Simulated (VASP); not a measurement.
Shape and ions are relaxed at each volume.

```xyz
3
Lattice="1.5722 -2.7232 0.0000 1.5722 2.7232 0.0000 0.0000 0.0000 3.4952" Properties=species:S:1:pos:R:3 pbc="T T T"
Hf     1.5722     2.7232     0.0000
B      1.5722     0.9077     1.7476
B      1.5722    -0.9077     1.7476
```

Computed with PW91 GGA, VASP's PBE PAW potentials (set 64) (plane waves; VASP). Settings: 520 eV cut-off, 11×11×9 Γ-centred mesh, first-order Methfessel-Paxton smearing of 0.10 eV, potentials Hf_pv B.

Question: Give the energy at these volumes per atom, relative to the lowest: 9.37, 9.67, 9.97, 10.27, 10.57 Å³.

Answer: 31.7, 7.7, 0.0, 6.5, 25.1 meV/atom. A third-order Birch-Murnaghan fit gives B0 = 251 GPa and B0′ = 4.0.

The compound is HfB2 in the AlB2 type structure. It was relaxed first.
